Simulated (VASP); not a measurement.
Here is the system:

```
CELL_PARAMETERS angstrom
      0.00000     8.16896     8.16896
      8.16896     0.00000     8.16896
      8.16896     8.16896     0.00000
ATOMIC_POSITIONS crystal
  Zn 0.00000 0.00000 0.00000
  Zn 0.00000 0.00000 0.33333
  Zn 0.00000 0.00000 0.66667
  Zn 0.00000 0.33333 0.00000
  Zn 0.00000 0.33333 0.33333
  Zn 0.00000 0.33333 0.66667
  Zn 0.00000 0.66667 0.00000
  Zn 0.00000 0.66667 0.33333
  Zn 0.00000 0.66667 0.66667
  Zn 0.33333 0.00000 0.00000
  Zn 0.33333 0.00000 0.33333
  Zn 0.33333 0.00000 0.66667
  Zn 0.33333 0.33333 0.00000
  Zn 0.33333 0.33333 0.33333
  Zn 0.33333 0.33333 0.66667
  Zn 0.33333 0.66667 0.00000
  Zn 0.33333 0.66667 0.33333
  Zn 0.33333 0.66667 0.66667
  Zn 0.66667 0.00000 0.00000
  Zn 0.66667 0.00000 0.33333
  Zn 0.66667 0.00000 0.66667
  Zn 0.66667 0.33333 0.00000
  Zn 0.66667 0.33333 0.33333
  Zn 0.66667 0.33333 0.66667
  Zn 0.66667 0.66667 0.00000
  Zn 0.66667 0.66667 0.33333
  Zn 0.66667 0.66667 0.66667
  S  0.08333 0.08333 0.08333
  S  0.08333 0.08333 0.41667
  S  0.08333 0.08333 0.75000
  S  0.08333 0.41667 0.08333
  S  0.08333 0.41667 0.41667
  S  0.08333 0.41667 0.75000
  S  0.08333 0.75000 0.08333
  S  0.08333 0.75000 0.41667
  S  0.08333 0.75000 0.75000
  S  0.41667 0.08333 0.08333
  S  0.41667 0.08333 0.41667
  S  0.41667 0.08333 0.75000
  S  0.41667 0.41667 0.08333
  S  0.41667 0.41667 0.41667
  S  0.41667 0.41667 0.75000
  S  0.41667 0.75000 0.08333
  S  0.41667 0.75000 0.41667
  S  0.41667 0.75000 0.75000
  S  0.75000 0.08333 0.08333
  S  0.75000 0.08333 0.41667
  S  0.75000 0.08333 0.75000
  S  0.75000 0.41667 0.08333
  S  0.75000 0.41667 0.41667
  S  0.75000 0.41667 0.75000
  S  0.75000 0.75000 0.08333
  S  0.75000 0.75000 0.41667
  S  0.75000 0.75000 0.75000
```

Method: PBE GGA, VASP's PBE PAW potentials (set 64) (plane waves; VASP). Numerical set-up: PREC = Normal, LREAL = Auto, EDIFF = 1E-5, 400 eV cut-off, 1×1×1 Γ-centred mesh, Gaussian smearing of 0.050 eV, potentials Zn S.

The supercell is sampled at Γ alone, which is coarse: total energies, pressure and levels can be off, energies of defects by several tenths of an eV.

Problem. Give the stress tensor in GPa (positive for a compressed cell).

Solution. 
```
1.09  0.00  0.00
0.00  1.09  0.00
0.00  0.00  1.09
```
The pressure is its mean diagonal, 1.09 GPa.

The cell is a supercell, built from a database entry that may be metastable or hypothetical.
